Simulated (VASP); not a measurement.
VASP input:

**INCAR**
```
! general
SYSTEM   = CaF2
PREC     = Accurate
ENCUT    = 520
LREAL    = .False.
LASPH    = .True.

! electronic loop
EDIFF    = 1E-6
NELM     = 100
ALGO     = Normal

! smearing
ISMEAR   = 0
SIGMA    = 0.05

! functional
GGA      = BO
LUSE_VDW = .True.
AGGAC    = 0.0
PARAM1   = 0.1833333333
PARAM2   = 0.22

! ions
IBRION   = 2
NSW      = 60
ISIF     = 3
EDIFFG   = -0.02

! output
LWAVE    = .False.
LCHARG   = .False.
```

POSCAR:
```
CaF2
1.0
  0.0000000000   2.7327864333   2.7327864333
  2.7327864333   0.0000000000   2.7327864333
  2.7327864333   2.7327864333   0.0000000000
Ca F
1 2
Cart
  2.7327864333   0.0000000000   2.7327864333
  1.3663932166   1.3663932166   1.3663932166
  4.0991796499   4.0991796499   4.0991796499
```

KPOINTS:
```
Automatic mesh
0
Gamma
6 6 6
0 0 0
```

POTCAR, in this order: Ca_sv F (PBE.64 set). Program: vasp_std.

Q: Write an equivalent input for Quantum ESPRESSO's pw.x.

A: One equivalent input (not run):
```
&CONTROL
  calculation = 'vc-relax'
  pseudo_dir = './pseudo'
  outdir = './out'
  tprnfor = .true.
  tstress = .true.
  nstep = 60
  forc_conv_thr = 0.00078
/
&SYSTEM
  ibrav = 0
  nat = 3
  ntyp = 2
  ecutwfc = 84
  occupations = 'smearing'
  smearing = 'gaussian'
  degauss = 0.003675
  input_dft = 'vdw-df-obk8'
/
&ELECTRONS
  conv_thr = 7.3e-08
  electron_maxstep = 100
/
&IONS
/
&CELL
/
ATOMIC_SPECIES
  Ca 40.078 Ca.upf
  F 18.998 F.upf
CELL_PARAMETERS angstrom
    -0.0000000    2.7327864    2.7327864
     2.7327864    0.0000000    2.7327864
     2.7327864    2.7327864   -0.0000000
ATOMIC_POSITIONS crystal
  Ca   0.0000000  1.0000000  0.0000000
  F    0.2500000  0.2500000  0.2500000
  F    0.7500000  0.7500000  0.7500000
K_POINTS automatic
  6 6 6 0 0 0
```
What does not carry over: the potentials are each code's own (VASP's PAW set, PseudoDojo norm-conserving files in pw.x), so ENCUT and ecutwfc are chosen apart and not converted; conv_thr bounds pw.x's estimated SCF error, while EDIFF bounds the energy change between steps; forc_conv_thr acts on force components and is met together with etot_conv_thr.

The compound is CaF2 in the fluorite structure. It was relaxed first. The start is the result of an earlier pass.
